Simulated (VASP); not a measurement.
Re:

```
CELL_PARAMETERS angstrom
2.76000 0.00000 0.00000
-1.38000 2.39023 0.00000
0.00000 0.00000 4.45000
ATOMIC_POSITIONS crystal
Re 0.33333 0.66667 0.25000
Re 0.66667 0.33333 0.75000
```

The cell was built by a generator and needn't be a form met in nature.

| Item | Value |
| --- | --- |
| Program | VASP 6.6.1 |
| Task | relaxation of cell and atoms |
| Functional | LDA |
| Potentials or basis | VASP PAW LDA potentials, release 64 (Re) |
| Cutoff | 600 eV |
| k mesh | 18 × 18 × 10 |
| Occupations | methfessel-paxton, width 0.1 eV |
| Spin | no spin polarisation |

At the start: pressure -7.9 GPa; volume 14.68 Å³/atom.

Question: How do energy, volume and symmetry change on relaxing?

Answer: Over 7 steps the energy falls by 7.3 meV/atom and the volume is 14.39 Å³/atom (-2.0 %); space group P6_3/mmc (No. 194, to 0.05 Å).

Step by step:
| step | energy change (eV) | largest force (eV/Å) | pressure (GPa) | volume (Å³) |
| --- | --- | --- | --- | --- |
| 1 | 0.0000 | 0.0000 | -7.90 | 29.36 |
| 2 | 0.2833 | 0.0000 | 43.24 | 26.39 |
| 3 | -0.0146 | 0.0000 | -0.33 | 28.80 |
| 4 | -0.0146 | 0.0000 | -0.08 | 28.78 |
| 5 | -0.0146 | 0.0000 | 0.09 | 28.77 |
| 6 | -0.0146 | 0.0000 | -0.27 | 28.79 |
| 7 | -0.0146 | 0.0000 | -0.04 | 28.78 |

Final structure:
```
Re
1.0
     2.74136    0.00000    0.00000
    -1.37068    2.37409    0.00000
     0.00000    0.00000    4.42132
Re
2
Direct
  0.33333 0.66667 0.25000
  0.66667 0.33333 0.75000
```
